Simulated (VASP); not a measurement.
Runs of VASP 6.6.1 on Be2Al. All rows change the cell; the cell of one of them follows. Symmetry: P6/mmm, No. 191, hexagonal system. Conventional cell: a = 3.620 Å, b = 3.620 Å, c = 2.779 Å, α = 90.00°, β = 90.00°, γ = 120.00°. Around Be (site symmetry -6m2) lie 3 Be at 2.09 Å. Al (site symmetry 6/mmm) is surrounded by 12 Be at 2.51 Å and 2 Al at 2.78 Å. The cell was built by a generator and needn't be a form met in nature.

```tsv
task	cell	k mesh	cutoff (eV)	mesh quality	gap on the mesh (eV)	pressure (GPa)	relaxed volume (Å³/atom)
relaxation of cell and atoms	relaxed from: sheets of the MB2-top type stacked, one a cell (P6mm, No. 183)	6 × 6 × 6	600	coarse	none	0.0	(a)
single point	sheets of the MB2-top type stacked, one a cell (P6mm, No. 183)	6 × 6 × 6	520	coarse	none	0.1	-
single point	sheets of the MB2-top type stacked, one a cell (P6mm, No. 183)	15 × 15 × 16	520	not flagged	none	0.1	-
relaxation of cell and atoms	relaxed from: sheets of the MB2-top type stacked, one a cell (P6mm, No. 183)	15 × 15 × 16	600	not flagged	none	0.0	10.48
```

Alike in all rows: level PBE+D3(BJ); potentials or basis VASP PAW PBE potentials, release 64 (Be, Al); no spin polarisation; smearing gaussian 0.1 eV.

Q: Fill in the values left out.

A: (a) 10.46.

Caveats: some runs use coarse meshes; pairwise dispersion overbinds metals, which lowers pressure and volume.

A gap of «none» marks a metal or a gap under the smearing width.
